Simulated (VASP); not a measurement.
These are PBE GGA, VASP's PBE PAW potentials (set 64) (plane waves; VASP) values and carry that method's errors.

A VASP calculation is set up with these files.

File POSCAR:
```
Tc
1.0
  1.3700000000  -2.3729100000   0.0000000000
  1.3700000000   2.3729100000   0.0000000000
  0.0000000000   0.0000000000   4.3900000000
Tc
2
Direct
  0.3333330000   0.6666670000   0.2500000000
  0.6666670000   0.3333330000   0.7500000000
```

### INCAR
```
ALGO = Normal   # blocked Davidson
LREAL = .FALSE.
ENCUT = 520
LMAXMIX = 4
ISMEAR = 1
SIGMA = 0.1   # width (eV)
SYSTEM = Tc
GGA = PE   # PBE
NELM = 100   # most electronic steps
LASPH = .TRUE.
IBRION = 2   # conjugate gradients
EDIFFG = -0.01   # ionic stop
LCHARG = .FALSE.
EDIFF = 1E-6   # SCF stop (eV)
LWAVE = .FALSE.
NSW = 60   # most ionic steps
PREC = Accurate
ISIF = 3
```

**KPOINTS**
```
Automatic mesh
0
Gamma
14 14 8
0 0 0
```

POTCAR, in this order: Tc_pv (PBE.64 set). Program: vasp_std.

The run wrote:

### OSZICAR
```
       N       E                     dE             d eps       ncg     rms          rms(c)
DAV:   1     0.311861710845E+03    0.31186E+03   -0.16940E+04  4104   0.162E+03
DAV:   2    -0.139751651476E+02   -0.32584E+03   -0.32266E+03  4436   0.455E+02
DAV:   3    -0.220604591115E+02   -0.80853E+01   -0.78699E+01  4923   0.820E+01
DAV:   4    -0.221496347136E+02   -0.89176E-01   -0.87688E-01  4448   0.807E+00
DAV:   5    -0.221504614204E+02   -0.82671E-03   -0.82647E-03  4572   0.739E-01    0.238E+01
DAV:   6    -0.208576263712E+02    0.12928E+01   -0.31414E+00  4326   0.176E+01    0.739E+00
DAV:   7    -0.207068332684E+02    0.15079E+00   -0.59534E-01  4670   0.695E+00    0.878E-01
DAV:   8    -0.206977686297E+02    0.90646E-02   -0.10852E-02  4195   0.115E+00    0.293E-01
DAV:   9    -0.206977231689E+02    0.45461E-04   -0.54591E-04  4810   0.209E-01    0.214E-02
DAV:  10    -0.206977185999E+02    0.45690E-05   -0.14992E-05  4332   0.337E-02    0.907E-03
DAV:  11    -0.206977178946E+02    0.70530E-06   -0.54155E-07  2166   0.851E-03
   1 F= -.20697718E+02 E0= -.20697325E+02  d E =-.206977E+02
       N       E                     dE             d eps       ncg     rms          rms(c)
DAV:   1    -0.211261095190E+02   -0.42839E+00   -0.12879E+01  4256   0.439E+01    0.673E+00
DAV:   2    -0.206895191320E+02    0.43659E+00   -0.13238E+00  4283   0.117E+01    0.100E+00
DAV:   3    -0.206739326983E+02    0.15586E-01   -0.14120E-01  4479   0.349E+00    0.917E-01
DAV:   4    -0.206812997817E+02   -0.73671E-02   -0.75011E-03  4138   0.672E-01    0.200E-01
DAV:   5    -0.206811823961E+02    0.11739E-03   -0.15737E-03  4553   0.371E-01    0.573E-02
DAV:   6    -0.206812636064E+02   -0.81210E-04   -0.94106E-05  4142   0.760E-02    0.507E-03
DAV:   7    -0.206812638056E+02   -0.19921E-06   -0.89679E-07  2531   0.774E-03
   2 F= -.20681264E+02 E0= -.20680821E+02  d E =0.164541E-01
       N       E                     dE             d eps       ncg     rms          rms(c)
DAV:   1    -0.209475337783E+02   -0.26627E+00   -0.69425E+00  4201   0.313E+01    0.544E+00
DAV:   2    -0.207044769621E+02    0.24306E+00   -0.71920E-01  4236   0.880E+00    0.756E-01
DAV:   3    -0.206954414032E+02    0.90356E-02   -0.75549E-02  4483   0.258E+00    0.799E-01
DAV:   4    -0.206996128603E+02   -0.41715E-02   -0.32346E-03  4166   0.466E-01    0.579E-02
DAV:   5    -0.206998883584E+02   -0.27550E-03   -0.80995E-04  4569   0.258E-01    0.288E-02
DAV:   6    -0.206998975498E+02   -0.91914E-05   -0.53694E-05  4185   0.681E-02    0.111E-02
DAV:   7    -0.206998969921E+02    0.55773E-06   -0.93349E-07  2388   0.934E-03
   3 F= -.20699897E+02 E0= -.20699486E+02  d E =-.217910E-02
```

### OUTCAR
```
------------------------ aborting loop because EDIFF is reached ----------------------------------------
  FORCE on cell =-STRESS in cart. coord.  units (eV):
  Direction    XX          YY          ZZ          XY          YZ          ZX
  --------------------------------------------------------------------------------------
  Total        0.0033560      0.0033560     -0.0090541      0.0000000      0.0000000      0.0000000
  in kB        0.1866836      0.1866837     -0.5036490      0.0000000      0.0000000      0.0000000
  external PRESSURE =      -0.0434272 kB  Pullay stress =       0.0000000 kB
  volume of cell :       28.80
      direct lattice vectors                 reciprocal lattice vectors
     1.374184383 -2.380157568 -0.000000000     0.363852192 -0.210070126 -0.000000000
     1.374184383  2.380157568  0.000000000     0.363852192  0.210070126 -0.000000000
     0.000000000 -0.000000000  4.402974224     0.000000000 -0.000000000  0.227119204
 POSITION                                       TOTAL-FORCE (eV/Angst)
 -----------------------------------------------------------------------------------
      1.37418      0.79339      1.10074         0.000000     -0.000000      0.000000
      1.37418     -0.79339      3.30223        -0.000000      0.000000      0.000000
 -----------------------------------------------------------------------------------
    total drift:                               -0.000027      0.000620     -0.000043
  FREE ENERGIE OF THE ION-ELECTRON SYSTEM (eV)
  ---------------------------------------------------
  free  energy   TOTEN  =       -20.6998969921 eV

  energy  without entropy=      -20.6986637912  energy(sigma->0) =      -20.69948593

 reached required accuracy - stopping structural energy minimisation
```
(Selected blocks of OUTCAR.)

File CONTCAR:
```
Tc
   1.00000000000000
     1.3741843832185452   -2.3801575679396509   -0.0000000000000000
     1.3741843832185452    2.3801575679396509    0.0000000000000000
     0.0000000000000000   -0.0000000000000000    4.4029742243574264
  Tc
     2
Direct
     0.3333330000000032    0.6666669999999968    0.2500000000000000
     0.6666669999999968    0.3333330000000032    0.7500000000000000
```

OUTCAR:
```
 val. band max:       12.5055011921   @ k =   0.3571   0.1429   0.2500

 cond. band min:      12.5136825013   @ k =   0.1429   0.1429   0.1250


 Fermi energy:        12.5096443276

 k-point     1 :       0.0000    0.0000    0.0000
  band No.  band energies     occupation
      1     -26.8934      2.00000
      2     -25.8098      2.00000
      3     -25.8097      2.00000
      4     -25.6261      2.00000
      5     -25.6261      2.00000
      6     -25.5869      2.00000
      7       5.2521      2.00000
      8       7.1612      2.00000
      9      11.0083      2.00000
     10      11.0083      2.00000
     11      11.0861      2.00000
     12      11.7208      2.00000
     13      11.7208      2.00000
     14      12.4083      2.05301
     15      12.4083      2.05295
     16      14.2096     -0.00000
     17      15.0495      0.00000

 k-point     2 :       0.0714    0.0000    0.0000
  band No.  band energies     occupation
      1     -26.8730      2.00000
      2     -25.8555      2.00000
      3     -25.8247      2.00000
      4     -25.6737      2.00000
      5     -25.6325      2.00000
      6     -25.5955      2.00000
      7       5.4428      2.00000
      8       7.3161      2.00000
      9      10.6192      2.00000
     10      11.1710      2.00000
     11      11.4175      2.00000
     12      11.6242      2.00000
     13      11.8722      2.00000
     14      12.1679      2.00002
     15      12.2796      2.00539
     16      13.2121     -0.00000
     17      15.1308      0.00000

 k-point     3 :       0.1429    0.0000    0.0000
  band No.  band energies     occupation
      1     -26.8140      2.00000
      2     -25.9840      2.00000
      3     -25.8657      2.00000
      4     -25.8049      2.00000
      5     -25.6512      2.00000
      6     -25.6217      2.00000
      7       5.9780      2.00000
      8       7.7102      2.00000
      9      10.1452      2.00000
     10      11.2534      2.00000
     11      11.3329      2.00000
...
```

The compound is Tc in the hcp structure. This run relaxes it. Symmetry was kept, so distortions that lower it aren't found.
